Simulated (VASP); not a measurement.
OSZICAR of a VASP run on Ta (bcc):

### OSZICAR
```
       N       E                     dE             d eps       ncg     rms          rms(c)
DAV:   1     0.425582974925E+02    0.42558E+02   -0.63465E+03  1872   0.109E+03
DAV:   2    -0.124025402993E+02   -0.54961E+02   -0.54269E+02  2331   0.235E+02
DAV:   3    -0.130392185167E+02   -0.63668E+00   -0.62667E+00  2193   0.257E+01
DAV:   4    -0.130432186802E+02   -0.40002E-02   -0.39979E-02  2153   0.169E+00
DAV:   5    -0.130432459272E+02   -0.27247E-04   -0.27246E-04  2105   0.116E-01    0.122E+01
DAV:   6    -0.125911846814E+02    0.45206E+00   -0.53771E-01  1940   0.846E+00    0.565E+00
DAV:   7    -0.124698165769E+02    0.12137E+00   -0.37843E-01  1975   0.664E+00    0.384E-01
DAV:   8    -0.124680181013E+02    0.17985E-02   -0.52277E-03  1987   0.912E-01    0.137E-01
DAV:   9    -0.124679484650E+02    0.69636E-04   -0.26466E-04  1987   0.188E-01    0.252E-02
DAV:  10    -0.124679461863E+02    0.22788E-05   -0.35757E-06  2152   0.251E-02    0.511E-03
DAV:  11    -0.124679457444E+02    0.44185E-06   -0.43759E-08  1465   0.210E-03    0.269E-04
DAV:  12    -0.124679457434E+02    0.10195E-08   -0.23107E-09   983   0.562E-04
   1 F= -.12467946E+02 E0= -.12468008E+02  d E =0.187722E-03
```

Task: Which electronic solver shows in the log?

Result: It is blocked Davidson (ALGO = Normal, or the opening steps of other solvers). The INCAR had ALGO = Normal.

Task: Can the final energy be trusted as converged?

Result: The calculation finished and met its thresholds. It stopped with EDIFF = 1E-7, NELM = 100 (PBEsol GGA, plane waves, VASP's PBE PAW potentials (set 64)).

The compound is Ta in the bcc structure. This cell was strained or had an atom moved on purpose.
